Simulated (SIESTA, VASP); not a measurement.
An input for SIESTA (GGA PBEsol, numerical atomic orbitals DZP, PseudoDojo PBEsol standard norm-conserving potentials (rewritten from UPF to PSML)):

```
# files in the folder: Sr.psml Si.psml Ag.psml (PseudoDojo PBEsol standard)
SystemName  Sr(SiAg)2
SystemLabel Sr(SiAg)2

NumberOfAtoms                5
NumberOfSpecies              3
%block ChemicalSpeciesLabel
  1 38 Sr
  2 14 Si
  3 47 Ag
%endblock ChemicalSpeciesLabel
LatticeConstant              1.0 Ang
%block LatticeVectors
    -2.147920000    2.147920000    5.151130000
     2.147920000   -2.147920000    5.151130000
     2.147920000    2.147920000   -5.151130000
%endblock LatticeVectors
AtomicCoordinatesFormat      Ang
%block AtomicCoordinatesAndAtomicSpecies
     0.015026848   -0.019301209   -0.027847009  1
     0.020763943    0.045018255    6.321616119  2
     0.011229326    0.035715614    4.022115629  2
    -0.016349967    2.101744016    2.532759110  3
     2.117254146   -0.015260972    2.604746151  3
%endblock AtomicCoordinatesAndAtomicSpecies

XC.functional                GGA
XC.authors                   PBEsol
PAO.BasisSize                DZP
PAO.EnergyShift              0.01 Ry
MeshCutoff                   350 Ry
%block kgrid.MonkhorstPack
    4   0   0  0.0
    0   4   0  0.0
    0   0   6  0.0
%endblock kgrid.MonkhorstPack
OccupationFunction           FD
ElectronicTemperature        50.0 meV

MaxSCFIterations             150
SCF.Mixer.Method             Broyden
SCF.Mixer.Weight             0.2
SCF.Mixer.History            6
SCF.DM.Tolerance             1.0E-04
Diag.ParallelOverK           true
WriteForces                  true
```

**Question.** Write the VASP files for the same calculation.

**Answer.** One set of files that does it:

### INCAR
```
! general
SYSTEM  = Sr(SiAg)2
PREC    = Accurate
ENCUT   = 300
LREAL   = .False.
LASPH   = .True.

! electronic loop
EDIFF   = 1E-6
NELM    = 100
ALGO    = Normal
LMAXMIX = 4

! smearing
ISMEAR  = -1
SIGMA   = 0.05

! functional
GGA     = PS

! ions
ISIF    = 2

! output
LWAVE   = .False.
LCHARG  = .False.
```

**POSCAR**
```
Sr(SiAg)2
1
   -2.1479200000     2.1479200000     5.1511300000
    2.1479200000    -2.1479200000     5.1511300000
    2.1479200000     2.1479200000    -5.1511300000
Sr Si Ag
1 2 2
Direct
 -0.0071960000   0.0007950000  -0.0009950000
  0.6240940000   0.6184480000   0.0153130000
  0.3987250000   0.3930250000   0.0109280000
  0.7350960000   0.2420390000   0.4854450000
  0.2492800000   0.7456940000   0.4893090000
```

File KPOINTS:
```
Automatic
0
G
 4 4 6
0 0 0
```

POTCAR, in this order: Sr_sv Si Ag (PBE.64 set). Program: vasp_std.

Both inputs were run and reached self-consistency, which says nothing on mesh or cut-off. Potentials, basis and cut-offs are each code's own, so they don't translate, and total energies aren't comparable.

The structure comes from a computed database's Ag2SrSi2 entry; how it stands against other phases isn't given here. The cell was not relaxed at this level, atoms are displaced from their ideal sites, and its volume differs by -5.9 % from the start's.
